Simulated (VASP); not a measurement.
Computed with r2SCAN meta-GGA, VASP's PBE PAW potentials (set 64) (plane waves; VASP).

Input for VASP

File POSCAR:
```
FeAl
1
    2.9100000000     0.0000000000     0.0000000000
    0.0000000000     2.9100000000     0.0000000000
    0.0000000000     0.0000000000     2.9100000000
Al Fe
1 1
Direct
  0.5000000000   0.5000000000   0.5000000000
  0.0000000000   0.0000000000   0.0000000000
```

KPOINTS:
```
Automatic mesh
0
Gamma
11 11 11
0 0 0
```

### INCAR
```
ISMEAR  =  1   # Methfessel-Paxton
LWAVE  =  .FALSE.
LCHARG  =  .FALSE.
EDIFFG  =  -0.01   # ionic stop
SYSTEM  =  FeAl
METAGGA  =  R2SCAN
IBRION  =  2   # conjugate gradients
LMIXTAU  =  .TRUE.
NSW  =  60   # most ionic steps
LMAXMIX  =  4   # l cut-off of mixed one-centre charges
PREC  =  Accurate
ENCUT  =  480   # plane-wave cut-off (eV)
ALGO  =  Normal   # blocked Davidson
EDIFF  =  1E-6
SIGMA  =  0.1   # width (eV)
ISIF  =  3
LASPH  =  .TRUE.
LREAL  =  .FALSE.   # projection in real space or not
NELM  =  100
```

POTCAR, in this order: Al Fe (PBE.64 set). Program: vasp_std.

The run wrote:

**OSZICAR**
```
       N       E                     dE             d eps       ncg     rms          rms(c)
DAV:   1     0.196052808572E+02    0.19605E+02   -0.48627E+03  1016   0.117E+03
DAV:   2    -0.236046246026E+02   -0.43210E+02   -0.41404E+02  1017   0.175E+02
DAV:   3    -0.247292422296E+02   -0.11246E+01   -0.11022E+01  1190   0.402E+01
DAV:   4    -0.247538855896E+02   -0.24643E-01   -0.24577E-01  1251   0.532E+00
DAV:   5    -0.247544913506E+02   -0.60576E-03   -0.60566E-03  1221   0.732E-01    0.154E+01
DAV:   6    -0.261631051956E+02   -0.14086E+01   -0.94821E+01  1137   0.160E+02    0.211E+01
DAV:   7    -0.211899762303E+02    0.49731E+01   -0.44454E+01  1099   0.897E+01    0.285E+00
DAV:   8    -0.212127635123E+02   -0.22787E-01   -0.22319E-01  1037   0.486E+00    0.215E+00
DAV:   9    -0.212167911585E+02   -0.40276E-02   -0.17411E-01  1148   0.764E+00    0.730E-01
DAV:  10    -0.212103982514E+02    0.63929E-02   -0.55824E-02  1119   0.420E+00    0.209E-01
DAV:  11    -0.212108243874E+02   -0.42614E-03   -0.23963E-02  1060   0.270E+00    0.348E-01
DAV:  12    -0.212132381991E+02   -0.24138E-02   -0.10214E-02  1056   0.174E+00    0.445E-02
DAV:  13    -0.212132851949E+02   -0.46996E-04   -0.35054E-04  1334   0.244E-01    0.315E-02
DAV:  14    -0.212133103455E+02   -0.25151E-04   -0.22843E-05  1354   0.640E-02    0.182E-02
DAV:  15    -0.212133188406E+02   -0.84952E-05   -0.12221E-05  1100   0.435E-02    0.436E-03
DAV:  16    -0.212133219262E+02   -0.30856E-05   -0.37680E-06  1037   0.364E-02    0.373E-03
DAV:  17    -0.212133219015E+02    0.24726E-07   -0.40858E-08   511   0.205E-03
   1 F= -.21213322E+02 E0= -.21213480E+02  d E =-.212133E+02
       N       E                     dE             d eps       ncg     rms          rms(c)
DAV:   1    -0.236196702904E+02   -0.24063E+01   -0.44273E+01  1057   0.131E+02    0.150E+01
DAV:   2    -0.241919505558E+02   -0.57228E+00   -0.65144E+01  1137   0.137E+02    0.143E+01
DAV:   3    -0.212588821660E+02    0.29331E+01   -0.27060E+01  1114   0.798E+01    0.273E+00
DAV:   4    -0.212302663156E+02    0.28616E-01   -0.18849E-01  1120   0.528E+00    0.175E+00
DAV:   5    -0.212131004815E+02    0.17166E-01   -0.68370E-02  1349   0.371E+00    0.438E-01
DAV:   6    -0.212124510709E+02    0.64941E-03   -0.42910E-03  1132   0.117E+00    0.219E-01
DAV:   7    -0.212126934394E+02   -0.24237E-03   -0.14155E-03  1094   0.690E-01    0.139E-01
DAV:   8    -0.212124961122E+02    0.19733E-03   -0.22048E-03  1086   0.843E-01    0.141E-02
DAV:   9    -0.212125217210E+02   -0.25609E-04   -0.33085E-05  1073   0.873E-02    0.860E-03
DAV:  10    -0.212125214908E+02    0.23018E-06   -0.19372E-06   549   0.235E-02
   2 F= -.21212521E+02 E0= -.21212837E+02  d E =0.800411E-03
       N       E                     dE             d eps       ncg     rms          rms(c)
DAV:   1    -0.218947687122E+02   -0.68225E+00   -0.11787E+01  1048   0.695E+01    0.713E+00
DAV:   2    -0.223073829848E+02   -0.41261E+00   -0.21429E+01  1253   0.742E+01    0.817E+00
DAV:   3    -0.212874082679E+02    0.10200E+01   -0.64594E+00  1192   0.427E+01    0.103E+00
DAV:   4    -0.212845626551E+02    0.28456E-02   -0.26782E-02  1042   0.189E+00    0.711E-01
DAV:   5    -0.212805101668E+02    0.40525E-02   -0.11977E-02  1355   0.140E+00    0.100E-01
DAV:   6    -0.212804921534E+02    0.18013E-04   -0.18029E-03  1165   0.760E-01    0.506E-02
DAV:   7    -0.212804167658E+02    0.75388E-04   -0.49516E-04  1134   0.377E-01    0.225E-02
DAV:   8    -0.212804209022E+02   -0.41364E-05   -0.96443E-05  1088   0.157E-01    0.564E-03
DAV:   9    -0.212804280857E+02   -0.71835E-05   -0.38712E-06  1026   0.209E-02    0.452E-03
DAV:  10    -0.212804275500E+02    0.53568E-06   -0.29962E-06   530   0.299E-02
   3 F= -.21280428E+02 E0= -.21280648E+02  d E =-.671056E-01
       N       E                     dE             d eps       ncg     rms          rms(c)
DAV:   1    -0.212807012104E+02   -0.27312E-03   -0.48970E-03  1054   0.140E+00    0.147E-01
DAV:   2    -0.212808318138E+02   -0.13060E-03   -0.84379E-03  1172   0.150E+00    0.158E-01
DAV:   3    -0.212804404610E+02    0.39135E-03   -0.27879E-03  1172   0.872E-01    0.160E-02
DAV:   4    -0.212804360353E+02    0.44257E-05   -0.10493E-05  1047   0.325E-02    0.565E-03
DAV:   5    -0.212804350801E+02    0.95522E-06   -0.41158E-06   570   0.337E-02
   4 F= -.21280435E+02 E0= -.21280657E+02  d E =-.671132E-01
```

File OUTCAR:
```
------------------------ aborting loop because EDIFF is reached ----------------------------------------
  FORCE on cell =-STRESS in cart. coord.  units (eV):
  Direction    XX          YY          ZZ          XY          YZ          ZX
  --------------------------------------------------------------------------------------
  Total        0.0195388      0.0195388      0.0195388     -0.0000000     -0.0000000     -0.0000000
  in kB        1.3639948      1.3639948      1.3639948     -0.0000000     -0.0000000     -0.0000000
  external PRESSURE =       1.3639948 kB  Pullay stress =       0.0000000 kB
  volume of cell :       22.95
      direct lattice vectors                 reciprocal lattice vectors
     2.841834967 -0.000000000 -0.000000000     0.351885318  0.000000000 -0.000000000
    -0.000000000  2.841834967 -0.000000000     0.000000000  0.351885318 -0.000000000
     0.000000000  0.000000000  2.841834967     0.000000000  0.000000000  0.351885318
 POSITION                                       TOTAL-FORCE (eV/Angst)
 -----------------------------------------------------------------------------------
      1.42092      1.42092      1.42092        -0.000000     -0.000000      0.000000
      0.00000      0.00000      0.00000         0.000000      0.000000      0.000000
 -----------------------------------------------------------------------------------
    total drift:                                0.000000      0.000000      0.000000
  FREE ENERGIE OF THE ION-ELECTRON SYSTEM (eV)
  ---------------------------------------------------
  free  energy   TOTEN  =       -21.2804350801 eV

  energy  without entropy=      -21.2810998141  energy(sigma->0) =      -21.28065666

 reached required accuracy - stopping structural energy minimisation
```
(Selected blocks of OUTCAR.)

**CONTCAR**
```
FeAl
   1.00000000000000
     2.8418349665004019   -0.0000000000000000   -0.0000000000000000
    -0.0000000000000000    2.8418349665004019   -0.0000000000000000
     0.0000000000000000    0.0000000000000000    2.8418349665004019
  Al              Fe
     1     1
Direct
     0.5000000000000000    0.5000000000000000    0.5000000000000000
     0.0000000000000000    0.0000000000000000    0.0000000000000000
```

Energy and stress use the plane-wave basis of the starting cell.

The compound is FeAl in the CsCl type structure. This run relaxes it. Symmetry was kept, so distortions that lower it aren't found. The run is not spin-polarised, so no magnetic state was tried. The electron count is odd and the run is not spin-polarised, which forces a metal.
